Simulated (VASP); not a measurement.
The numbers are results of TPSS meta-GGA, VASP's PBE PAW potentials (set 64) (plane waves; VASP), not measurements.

VASP ran on this input.

**POSCAR**
```
LiF
1
    0.0000000000     1.9986712150     1.9986712150
    1.9986712150     0.0000000000     1.9986712150
    1.9986712150     1.9986712150    -0.0000000000
Li F
1 1
Direct
  0.0000000000   0.0000000000   0.0000000000
  0.5000000000   0.5000000000   0.5000000000
```

INCAR:
```
# general
SYSTEM   =  LiF
PREC     =  Accurate
ENCUT    =  520   # plane-wave cut-off (eV)
LREAL    =  .False.
LASPH    =  .True.   # aspherical one-centre terms

# electronic loop
EDIFF    =  1E-6   # SCF stop (eV)
NELM     =  100
ALGO     =  Normal   # blocked Davidson
LMIXTAU  =  .True.

# smearing
ISMEAR   =  0
SIGMA    =  0.05   # width (eV)

# functional
METAGGA  =  TPSS

# ions
IBRION   =  2
NSW      =  60   # most ionic steps
ISIF     =  3
EDIFFG   =  -0.01

# output
LWAVE    =  .False.
LCHARG   =  .False.
```

File KPOINTS:
```
kpoints
0
G
10 10 10
```

POTCAR, in this order: Li_sv F (PBE.64 set). Program: vasp_std.

The resulting files:

**OSZICAR**
```
       N       E                     dE             d eps       ncg     rms          rms(c)
DAV:   1     0.210979801106E+03    0.21098E+03   -0.11483E+07   846   0.227E+07
DAV:   2    -0.369784446492E+05   -0.37189E+05   -0.37153E+05  1608   0.637E+03
DAV:   3    -0.134069801338E+03    0.36844E+05   -0.17771E+04  1419   0.987E+03
DAV:   4    -0.182139777344E+04   -0.16873E+04   -0.19033E+04  1674   0.433E+02
DAV:   5    -0.499369695717E+04   -0.31723E+04   -0.50492E+04  1659   0.736E+02    0.166E+01
DAV:   6    -0.203515042813E+02    0.49733E+04   -0.25658E+03  1018   0.345E+02    0.195E+01
DAV:   7    -0.154725895231E+02    0.48789E+01   -0.91959E+00  1041   0.309E+01    0.118E+01
DAV:   8    -0.134536477874E+02    0.20189E+01   -0.35737E+00  1129   0.164E+01    0.674E+00
DAV:   9    -0.135267234207E+02   -0.73076E-01   -0.57568E-02  1180   0.254E+00    0.655E+00
DAV:  10    -0.134878411518E+02    0.38882E-01   -0.13865E+00  1143   0.134E+01    0.484E+00
DAV:  11    -0.134247761737E+02    0.63065E-01   -0.12647E-01   994   0.418E+00    0.408E+00
DAV:  12    -0.129881475740E+02    0.43663E+00   -0.64022E-01   967   0.922E+00    0.256E+00
DAV:  13    -0.129358710282E+02    0.52277E-01   -0.35078E-02  1210   0.218E+00    0.282E+00
DAV:  14    -0.130418003042E+02   -0.10593E+00   -0.93361E-01   846   0.105E+01    0.176E+00
DAV:  15    -0.131236334525E+02   -0.81833E-01   -0.38994E-01   846   0.108E+01    0.412E-01
DAV:  16    -0.132288711446E+02   -0.10524E+00   -0.35017E-01   887   0.620E+00    0.933E-01
DAV:  17    -0.132333969366E+02   -0.45258E-02   -0.92796E-01   846   0.146E+01    0.166E+00
DAV:  18    -0.132479241652E+02   -0.14527E-01   -0.28001E-02  1142   0.192E+00    0.170E+00
DAV:  19    -0.134863118500E+02   -0.23839E+00   -0.63731E-01   846   0.697E+00    0.234E+00
DAV:  20    -0.134981835325E+02   -0.11872E-01   -0.13267E-02  1072   0.141E+00    0.237E+00
DAV:  21    -0.131664411586E+02    0.33174E+00   -0.15078E+00   846   0.138E+01    0.124E+00
DAV:  22    -0.131661695646E+02    0.27159E-03   -0.28406E-02  1213   0.192E+00    0.914E-01
DAV:  23    -0.130746198058E+02    0.91550E-01   -0.30343E-01   860   0.428E+00    0.420E-01
DAV:  24    -0.131136920589E+02   -0.39072E-01   -0.88054E-02   884   0.426E+00    0.819E-01
DAV:  25    -0.131138244450E+02   -0.13239E-03   -0.89608E-03  1139   0.961E-01    0.791E-01
DAV:  26    -0.130871195193E+02    0.26705E-01   -0.23142E-01   846   0.750E+00    0.400E-01
DAV:  27    -0.130640858640E+02    0.23034E-01   -0.66667E-02   852   0.354E+00    0.758E-01
DAV:  28    -0.130197826476E+02    0.44303E-01   -0.91067E-02   846   0.440E+00    0.120E+00
DAV:  29    -0.130131474230E+02    0.66352E-02   -0.18065E-03  1177   0.418E-01    0.109E+00
DAV:  30    -0.130492718676E+02   -0.36124E-01   -0.37275E-02   846   0.339E+00    0.572E-01
DAV:  31    -0.130423827131E+02    0.68892E-02   -0.10030E-02   846   0.112E+00    0.317E-01
DAV:  32    -0.130446626014E+02   -0.22799E-02   -0.84743E-04   896   0.326E-01    0.378E-01
DAV:  33    -0.130494546492E+02   -0.47920E-02   -0.13865E-03   865   0.584E-01    0.323E-01
DAV:  34    -0.130534566310E+02   -0.40020E-02   -0.11098E-03   885   0.557E-01    0.271E-01
DAV:  35    -0.130559681140E+02   -0.25115E-02   -0.46241E-04  1127   0.328E-01    0.253E-01
DAV:  36    -0.130612104198E+02   -0.52423E-02   -0.27374E-03   847   0.906E-01    0.177E-01
DAV:  37    -0.130644826852E+02   -0.32723E-02   -0.20862E-03   871   0.828E-01    0.112E-01
DAV:  38    -0.130652269186E+02   -0.74423E-03   -0.40846E-04   848   0.373E-01    0.610E-02
DAV:  39    -0.130655319652E+02   -0.30505E-03   -0.17367E-04   863   0.253E-01    0.364E-02
DAV:  40    -0.130656007466E+02   -0.68781E-04   -0.68464E-05   862   0.138E-01    0.128E-02
DAV:  41    -0.130656173404E+02   -0.16594E-04   -0.21217E-05   846   0.837E-02    0.494E-03
DAV:  42    -0.130656181984E+02   -0.85794E-06   -0.51297E-06  1049   0.229E-02
   1 F= -.13065618E+02 E0= -.13065618E+02  d E =-.130656E+02
```

### OUTCAR
```
------------------------ aborting loop because EDIFF is reached ----------------------------------------
  FORCE on cell =-STRESS in cart. coord.  units (eV):
  Direction    XX          YY          ZZ          XY          YZ          ZX
  --------------------------------------------------------------------------------------
  Total       -0.0002014     -0.0002014     -0.0002014      0.0000000      0.0000000      0.0000000
  in kB       -0.0202103     -0.0202103     -0.0202103      0.0000000      0.0000000      0.0000000
  external PRESSURE =      -0.0202103 kB  Pullay stress =       0.0000000 kB
  volume of cell :       15.97
      direct lattice vectors                 reciprocal lattice vectors
     0.000000000  1.998671215  1.998671215    -0.250166209  0.250166209  0.250166209
     1.998671215  0.000000000  1.998671215     0.250166209 -0.250166209  0.250166209
     1.998671215  1.998671215  0.000000000     0.250166209  0.250166209 -0.250166209
  FREE ENERGIE OF THE ION-ELECTRON SYSTEM (eV)
  ---------------------------------------------------
  free  energy   TOTEN  =       -13.0656181984 eV

  energy  without entropy=      -13.0656181984  energy(sigma->0) =      -13.06561820

 reached required accuracy - stopping structural energy minimisation
```
(Selected blocks of OUTCAR.)

The compound is LiF in the rock salt structure. It was relaxed first. The start is the result of an earlier pass.
